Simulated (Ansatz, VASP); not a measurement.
**Cross-check of P (P monolayer (from Cmce)) between VASP and Ansatz**

Wanted: the spread between two codes on one cell, functional and k mesh. Of the first pair: The structure shown is the start of the Ansatz relaxation below; VASP solves that cell, so the two are compared at the walk's first step.

Calculated with Ansatz 0.2.0; plane waves, with VASP 6.6.1 beside it; single point at PBEsol.

## Step 1: Starting point

The cell holds 4 atoms: 4 P. Cell: a = 3.316 Å, b = 4.379 Å, c = 28.062 Å, α = 90.0°, β = 90.0°, γ = 90.0°. Vacuum lies along c. The height across the vacuum is the one that the program set for its solve, not the one typed.

## Step 2: Ansatz: relaxation, PBEsol

Ansatz runs on its PAW soft_1 files.

The two programs are compared at the cell with which this relaxation starts, whose forces are those of its first step.

File input.yaml:

```yaml
crystal:
  lattice:
    - [3.3164, 0.0, 0.0]
    - [0.0, 4.3793, 0.0]
    - [0.0, 0.0, 26.130768]
  atoms:
    - { symbol: P, position: [0.0, 0.0, 0.5407712] }
    - { symbol: P, position: [0.0, 0.16136, 0.4592288] }
    - { symbol: P, position: [0.5, 0.66136, 0.5407712] }
    - { symbol: P, position: [0.5, 0.5, 0.4592288] }
  periodic: [true, true, false]
basis:
  ecutwfc: 420
  xc_grid: 2
hamiltonian:
  xc: pbesol
  pseudopotentials: { kind: paw, azcp: { folder: soft_1 }, xc_functional: pbe }
kpoints:
  mp_grid: { grid: [10, 8, 1] }
scf:
  occupations: { method: fermi_dirac, width: 0.02 }
  max_iter: 60
relax:
  f_tol: 0.005
  max_steps: 60
  cell: {}
output:
  forces: true
checkpoint:
  write: "../cell.run"
  compress: false
  write_wavefunctions: false
  write_every: 100000
```

On the command line:

```
$ ansatz run input.yaml --threads 32 --pin off --max-ram 84787MiB --backend cuda --events-out ev --progress --plain --runs-dir out --max-vram 78GiB
```

Numbers of over 12 decimals in the logs are rounded to 6 here.

The log of the run:

```text
Warning: crystal.periodic: the lattice vector that does not repeat stood 0.000° off the slab's normal, 26.131 Å along it as the deck builds it. The run solves the slab on a vector along the normal, 28.062 Å long, with every atom where it was (on the deck's vector they left 24.00 Å outside them, and the widest stretch free of ions among them is 2.13 Å). A fractional position that the run reports is one of the run's ce [...]
crystal.periodic: the lattice vector that does not repeat stood 0.000° off the slab's normal, 26.131 Å along it as the deck builds it. The run solves the slab on a vector along the normal, 28.062 Å long, with every atom where it was (on the deck's vector they left 24.00 Å outside them, and the widest stretch free of ions among them is 2.13 Å). A fractional position that the run reports is one of the run's cell, which [...]
Engine: ansatz 0.2.0, aarch64-unknown-linux-gnu
Pseudopotentials: kind: paw
Pseudopotential: P, paw, valence charge 5, recommended cutoff 420 eV (normal), soft_1/P.paw.azcp
Functional definition: PBEsol
  exchange = pbesol_x
  correlation = pbesol_c
[...]
Crystal: 4 atoms, lattice volume = 407.552 Å³
Basis set: ecut = 420 eV, 8013 PW (Γ), exchange–correlation on 48×60×384 points (8 copies of the dense FFT grid, shifted against one another)
Bands: 14, of which v1, the nominal top of the filled ones, is band 10 counted from 1 (9 counted from 0)
Symmetry: 8 space group operations
Space group: Pmna (ITA 53), of the structure as read, at distance tolerance 7.4e-5 Å
k-points: 30 of 80
Non-local potential: P, projectors of the file, l = 0: 2, l = 1: 2, l = 2: 1
PAW form: soft (Blöchl's): semilocal exchange-correlation on the pseudo side does not see the compensation charge
PAW frozen core: P, regenerated for the run's functional, and the local potential with it (the file was generated under x = pbe(κ = 0.804, μ = 0.219515), c = pbe(β = 0.066725))
PAW one-centre angular grid: P, 110 points (default); XC on 64 Gauss nodes
Initial density: superposition of atomic densities (neutral atoms: chi_scale 0, normalization atom)
Initial wavefunctions: pseudopotential atomic-orbital guess
[...]
SCF 1 converged in 8 iterations: F = -2959.923012 eV  dr2 = 2.96e-9
[...]
SCF 2 converged in 4 iterations: F = -2959.925917 eV  dr2 = 2.99e-7
[...]
SCF 3 converged in 4 iterations: F = -2959.926875 eV  dr2 = 5.04e-8
[...]
SCF 4 converged in 5 iterations: F = -2959.927301 eV  dr2 = 1.29e-8
[...]
SCF 5 converged in 6 iterations: F = -2959.927223 eV  dr2 = 2.58e-9
[...]
SCF 6 converged in 8 iterations: F = -2959.927516 eV  dr2 = 2.11e-12
[...]
SCF iter   2: F=—  HF=-2959.927531 eV  |F-HF|=—  |Δ(HF+E_count)|=   1.35e-5  Δρ=2.05e-6  dr2=1.69e-8  ethr=1.24e-10  ⟨swp⟩=5.8  Hψ=1673  notcnv=0
SCF iter   3: F=—  HF=-2959.927531 eV  |F-HF|=—  |Δ(HF+E_count)|=   6.46e-8  Δρ=1.51e-6  dr2=4.58e-9  ethr=8.45e-11  ⟨swp⟩=2.2  Hψ=640  notcnv=0
SCF iter   4: F=—  HF=-2959.927531 eV  |F-HF|=—  |Δ(HF+E_count)|=   2.06e-7  Δρ=2.97e-7  dr2=2.07e-10  ethr=2.29e-11  ⟨swp⟩=3.5  Hψ=942  notcnv=0
SCF iter   5: F=—  HF=-2959.927531 eV  |F-HF|=—  |Δ(HF+E_count)|=   2.03e-8  Δρ=1.87e-7  dr2=2.72e-10  ethr=1.04e-12  ⟨swp⟩=3.5  Hψ=954  notcnv=0
SCF iter   6: F=—  HF=-2959.927531 eV  |F-HF|=—  |Δ(HF+E_count)|=  3.02e-10  Δρ=8.05e-8  dr2=4.31e-11  ethr=1.04e-12  ⟨swp⟩=2.6  Hψ=690  notcnv=0
SCF iter   7: F=-2959.927531 eV  HF=-2959.927531 eV  |F-HF|=7.28e-12  |Δ(HF+E_count)|=  3.00e-11  Δρ=2.98e-8  dr2=5.99e-12  ethr=1.00e-12  ⟨swp⟩=12.2  Hψ=3352  notcnv=0
SCF 7 converged in 7 iterations: F = -2959.927531 eV  dr2 = 5.99e-12
relax step   7: F+E_penalty+E_count = -2959.92753104 eV  Δ(F+E_penalty+E_count) = -1.464e-5 eV  max|allowed force component| = 7.640e-4 eV/Å  Δτ_max = 0.0000 Å  P = +0.016 N/m  Ω = 408.097 Å³  fix = [c, alpha, beta]  reactions: c +0.000 N/m  stress off target by 3.21e-2 N/m on what of the cell is left free  SCF on the basis re-selected at this cell (its energy is not comparable with the rows above)  (7 SCF iters)
basis re-selected at this cell: Δ(F+E_penalty+E_count) = -1.464e-5 eV, ΔP = +0.000 N/m vs the last step (what re-selecting the basis moved, of the pressure what is left beyond the Pulay correction that the steps carried, after the strain that the cell walked since its last selection, with what the two solves' SCF thresholds leave and, on support functions, any second-order correction that the steps lacked; it is no m [...]
SCF converged after 7 iterations
Free energy (F): -2959.927531 eV
Harris-Foulkes:  -2959.927531 eV  (|F-HF|=7.28e-12)
Internal energy: -2959.927531 eV  (E = F + TS)
E sigma→0 (E₀):  -2959.927531 eV
Fermi energy:    -4.588538 eV
--- Per-component energies (eV) ---
  E_band       = -223.763774
  E_kinetic    = 273.337127
  E_local      = -14256.925795  (includes V_loc(G=0)·N_el)
  E_nonlocal   = 130.650220
  E_hartree    = 6951.210669
  E_xc         = -287.388473
  E_vxc        = -242.524180  (∫ρ·V_xc dr)
  E_paw        = -2172.728902  (= ΣΔE_a)
  E_vpaw       = -30.722580  (= ΣTr[D̂ρ^β])
  E_aug_tail   = -0.000001  (compensation charges beyond the density's cutoff)
  E_ewald      = 6401.733240
  E_core_change = 0.184385  (= ΣΔE_core)
  E_smearing   = -0.000000  (= −TS)
  E_closure    = 0.000000  (closes the sum)
  Σ components = -2959.927531   (vs F -2959.927531, Δ=0.00e0)
--- Forces (eV/Å), atoms counted from 1 ---
  atom   1  P      0.00000000     0.00014309     0.00076397
  atom   2  P     -0.00000000    -0.00014309    -0.00076397
  atom   3  P     -0.00000000    -0.00014309     0.00076397
  atom   4  P      0.00000000     0.00014309    -0.00076397
  max |Σ_I F_I| component: 2.71e-20 eV/Å
--- 2D stress c σ (N/m, compression-positive) ---
        0.000675      -0.000000       0.000000
       -0.000000       0.032058       0.000000
        0.000000       0.000000       0.000000
  P = ½ c Tr σ = 0.0164 N/m
--- Band table (eV; the first three rows and the last of 30) ---
  k-point 0: bands = [... 6 lower, -8.4322, -6.8664, -6.7039, -4.9386, -4.2530, -3.4689, -2.2570, -1.4845]
  k-point 1: bands = [... 6 lower, -8.3650, -6.7507, -6.3935, -5.5454, -3.7196, -3.4031, -2.4226, -1.6029]
  k-point 2: bands = [... 6 lower, -8.1707, -6.9033, -6.4281, -5.5165, -3.2350, -2.9306, -2.8530, -1.7868]
  k-point 29: bands = [... 6 lower, -9.8677, -9.8677, -6.2520, -6.2520, -2.5937, -2.5937, -0.7095, -0.7095]
  the weakly bound empty levels are not read free of the cell's end (no_gap_told)
--- Relaxed structure (6 steps of the walk, 5 accepted, 1 SCFs on fresh bases) ---
  F+E_penalty+E_count = -2959.92753104 eV   max|allowed force component| = 7.640e-4 eV/Å   (the final SCF, on the basis selected at the relaxed cell)
  cell:  # Å, volume = 408.0967 Å³
    - [3.285098, 0.0, 0.0]
    - [0.0, 4.426938, 0.0]
    - [0.0, 0.0, 28.061531]
  atoms:
    - { symbol: P, position: [0, -0.00158544, 0.503313] }
    - { symbol: P, position: [0, 0.162945, 0.427882] }
    - { symbol: P, position: [0.500000, 0.662945, 0.503313] }
    - { symbol: P, position: [0.500000, 0.498415, 0.427882] }
```

The column dr2 measures how far the density is from self-consistency, as an energy; F and HF (Harris–Foulkes) agree once it is small.

## Step 3: VASP: single point, PBEsol, start cell, pair 1

The same cell, functional, mesh and smearing now go to VASP, with its own data sets.

Lines of VASP's logs that name or quote its potential files are left out, and so is its time.

File INCAR:

```
SYSTEM = P
PREC = Accurate
ENCUT = 400
EDIFF = 1E-06
NELM = 120
ISMEAR = -1
SIGMA = 0.02
LREAL = .FALSE.
ALGO = Normal
GGA = PS
NBANDS = 16
LORBIT = 11
LWAVE = .FALSE.
LCHARG = .FALSE.
ISIF = 2
LDIPOL = .TRUE.
IDIPOL = 3
DIPOL = 0.5 0.5 0.466
LVHAR = .TRUE.
LASPH = .TRUE.
GGA_COMPAT = .FALSE.
EFERMI = MIDGAP
NELMDL = -8
```

File POSCAR:

```
P
1.0
    3.3164000000      0.0000000000      0.0000000000
    0.0000000000      4.3793000000      0.0000000000
    0.0000000000      0.0000000000     28.0615310000
P
4
Direct
    0.0000000000      1.0000000000      0.5035636509
    0.0000000000      0.1613600347      0.4276317283
    0.5000000000      0.6613600347      0.5035636509
    0.5000000000      0.5000000000      0.4276317283
```

File KPOINTS:

```
Automatic mesh
0
Gamma
10 8 1
0 0 0
```

PAW data sets: P (PBE family, release 64).

On the command line:

```
$ mpirun -np 1 vasp_std
```

The log of the run:

```text
[banner, memory and clock lines left out]
running    1 mpi-ranks, on    1 nodes
 distrk:  each k-point on    1 cores,    1 groups
 distr:  one band on    1 cores,    1 groups

 POSCAR found type information on POSCAR P
 POSCAR found :  1 types and       4 ions
|                                                                             |
|               ----> ADVICE to this user running VASP <----                  |
|                                                                             |
|     You enforced a specific xc type in the INCAR file but a different       |
|     [... a line on the potential file left out ...]
|     I HOPE YOU KNOW WHAT YOU ARE DOING!                                     |
|                                                                             |

 LDA part: xc-table for (Slater+PW92), standard interpolation
 POSCAR, INCAR and KPOINTS ok, starting setup
 FFT: planning ... GRIDC
 FFT: planning ... GRID_SOFT
 FFT: planning ... GRID
 WAVECAR not read
 entering main loop
       N       E                     dE             d eps       ncg     rms          rms(c)
DAV:   1     0.133236579107E+03    0.13324E+03   -0.53832E+03   968   0.693E+02
DAV:   2    -0.662049373977E+01   -0.13986E+03   -0.13360E+03  1560   0.144E+02
DAV:   3    -0.227430339217E+02   -0.16123E+02   -0.16062E+02  1352   0.607E+01
DAV:   4    -0.230630400322E+02   -0.32001E+00   -0.31932E+00  1312   0.110E+01
DAV:   5    -0.230732725166E+02   -0.10232E-01   -0.10231E-01  1488   0.180E+00
DAV:   6    -0.230734084001E+02   -0.13588E-03   -0.13586E-03  1400   0.190E-01
DAV:   7    -0.230734135980E+02   -0.51979E-05   -0.51978E-05  1512   0.330E-02
DAV:   8    -0.230734136786E+02   -0.80594E-07   -0.80564E-07  1168   0.326E-03    0.995E+00
DAV:   9    -0.229140627910E+02    0.15935E+00   -0.84647E-02  1208   0.155E+00    0.583E+00
DAV:  10    -0.228383924222E+02    0.75670E-01   -0.15460E-01  1280   0.212E+00    0.284E-01
DAV:  11    -0.228376840166E+02    0.70841E-03   -0.11995E-02  1232   0.697E-01    0.153E-01
DAV:  12    -0.228375263189E+02    0.15770E-03   -0.59506E-04  1528   0.147E-01    0.102E-01
DAV:  13    -0.228371066189E+02    0.41970E-03   -0.48433E-04  1200   0.109E-01    0.553E-02
DAV:  14    -0.228370321452E+02    0.74474E-04   -0.98000E-05  1352   0.482E-02    0.317E-02
[...]
DAV:  18    -0.228377878506E+02   -0.10884E-03   -0.11631E-05  1192   0.132E-02    0.192E-02
DAV:  19    -0.228378157364E+02   -0.27886E-04   -0.24665E-06  1144   0.787E-03    0.427E-03
DAV:  20    -0.228378413573E+02   -0.25621E-04   -0.13560E-06   936   0.554E-03    0.890E-03
DAV:  21    -0.228378573230E+02   -0.15966E-04   -0.56930E-07  1016   0.336E-03    0.161E-03
DAV:  22    -0.228378683947E+02   -0.11072E-04   -0.36671E-07  1016   0.227E-03    0.348E-04
DAV:  23    -0.228378763713E+02   -0.79765E-05   -0.24084E-07   992   0.162E-03    0.340E-04
DAV:  24    -0.228378807325E+02   -0.43613E-05   -0.14877E-07   984   0.108E-03    0.429E-04
DAV:  25    -0.228378817324E+02   -0.99984E-06   -0.10892E-08   896   0.453E-04
   1 F= -.22837882E+02 E0= -.22837882E+02  d E =-.163379E-08
```

OUTCAR, selected parts (step 3):

```text
ion  position               nearest neighbor table
   1  0.000  0.000  0.504-   3 2.22   3 2.22   2 2.24
   2  0.000  0.161  0.428-   4 2.22   4 2.22   1 2.24
   3  0.500  0.661  0.504-   1 2.22   1 2.22   4 2.24
   4  0.500  0.500  0.428-   2 2.22   2 2.22   3 2.24

  LATTYP: Found a simple orthorhombic cell.
 ALAT       =     3.3164000000
 B/A-ratio  =     1.3204981305
 C/A-ratio  =     8.4614434326

 Subroutine GETGRP returns: Found  8 space group operations
 (whereof  2 operations were pure point group operations)

The static configuration has the point symmetry C_1h.
 The point group associated with its full space group is D_2h.

 Found     30 irreducible k-points:

   k-points           NKPTS =     30   k-points in BZ     NKDIM =     30   number of bands    NBANDS=     16

   dimension x,y,z NGX =    24 NGY =   30 NGZ =  192
   dimension x,y,z NGXF=    48 NGYF=   60 NGZF=  384

   ENCUT  =  400.0 eV  29.40 Ry    5.42 a.u.   5.41  7.14 45.76*2*pi/ulx,y,z

   NELECT =      20.0000    total number of electrons

 k-points in reciprocal lattice and weights: Automatic mesh
   0.00000000  0.00000000  0.00000000       0.013
   0.10000000  0.00000000  0.00000000       0.025
   0.20000000  0.00000000  0.00000000       0.025
   0.30000000  0.00000000  0.00000000       0.025
   0.40000000  0.00000000  0.00000000       0.025
   0.50000000  0.00000000  0.00000000       0.013
   0.00000000  0.12500000  0.00000000       0.025
   0.10000000  0.12500000  0.00000000       0.050
   0.20000000  0.12500000  0.00000000       0.050
[...]
0.40000000  0.50000000  0.00000000       0.025
   0.50000000  0.50000000  0.00000000       0.013

 dipolmoment           0.000000      0.000000      0.000006 electrons x Angstroem

 average (electrostatic) potential at core
       1 -91.7344       2 -91.7344       3 -91.7344       4 -91.7344

 E-fermi :  -2.5058

 k-point     1 :       0.0000    0.0000    0.0000
  band No.  band energies     occupation
    ...
      6      -7.3202      2.00000
      7      -6.4389      2.00000
      8      -4.7866      2.00000
      9      -4.6924      2.00000
     10      -2.8381      2.00000
     11      -2.1820      0.00000
     12      -1.4636      0.00000
     13      -0.2520      0.00000
     14       0.6013      0.00000
     15       1.5578      0.00000
    ...

 k-point     2 :       0.1000    0.0000    0.0000
  band No.  band energies     occupation
    ...
      6      -7.4877      2.00000
      7      -7.0270      2.00000
      8      -5.2610      2.00000
      9      -4.7244      2.00000
     10      -2.8658      2.00000
     11      -2.0673      0.00000
     12      -0.5292      0.00000
     13      -0.0576      0.00000
     14       0.6157      0.00000
     15       1.6807      0.00000
    ...

 k-point     3 :       0.2000    0.0000    0.0000
  band No.  band energies     occupation
    ...
      6      -7.8758      2.00000
      7      -7.1983      2.00000
      8      -5.7601      2.00000
      9      -4.5978      2.00000
     10      -3.1186      2.00000
     11      -1.7270      0.00000
     12      -1.1924      0.00000
     13       0.9586      0.00000
     14       1.3913      0.00000
     15       1.4845      0.00000
    ...

  Total       -0.7458506     -0.1215685     -0.4256219      0.0000000      0.0000000      0.0000000
  in kB       -2.9321045     -0.4779129     -1.6732145      0.0000000      0.0000000      0.0000000
  external PRESSURE =      -1.6944106 kB  Pullay stress =       0.0000000 kB

  energy-cutoff  :      400.00
  volume of cell :      407.55
      direct lattice vectors                 reciprocal lattice vectors
     3.316400000  0.000000000  0.000000000     0.301531781  0.000000000  0.000000000
     0.000000000  4.379300000  0.000000000     0.000000000  0.228346996  0.000000000
     0.000000000  0.000000000 28.061531000     0.000000000  0.000000000  0.035635974

 POSITION                                       TOTAL-FORCE (eV/Angst)
 -----------------------------------------------------------------------------------
      0.00000      0.00000     14.13077         0.000000     -0.029506     -0.097982
      0.00000      0.70664     12.00000        -0.000000      0.029506      0.097982
      1.65820      2.89629     14.13077        -0.000000      0.029506     -0.097982
      1.65820      2.18965     12.00000         0.000000     -0.029506      0.097982
 -----------------------------------------------------------------------------------
    total drift:                               -0.000000      0.000001      0.000028

  FREE ENERGIE OF THE ION-ELECTRON SYSTEM (eV)
  ---------------------------------------------------
  free  energy   TOTEN  =       -22.8378817324 eV

  energy  without entropy=      -22.8378817307  energy(sigma->0) =      -22.83788173

 vacuum level on the upper side and lower side of the slab         2.046         2.046

 total charge
# of ion       s       p       d       tot
------------------------------------------
    1        1.078   1.374   0.000   2.452
    2        1.078   1.374   0.000   2.452
    3        1.078   1.374   0.000   2.452
    4        1.078   1.374   0.000   2.452
--------------------------------------------------
tot          4.311   5.495   0.000   9.806

[... 3 further parts left out ...]
```

(Continued in part 2 of 2.)

[Lines on the potential files, build, host, timing and source positions are cut from VASP's logs without a mark.]

[Logs are printed without paths, hosts, clocks, repeated set-up lines and the standing remarks that a program may print on its own settings, such as how far it seeks lower states.]

[Hosts, paths, dates, database ids (printed as entryN), source tags and the programs' standing remarks are cut or masked in the printed files.]
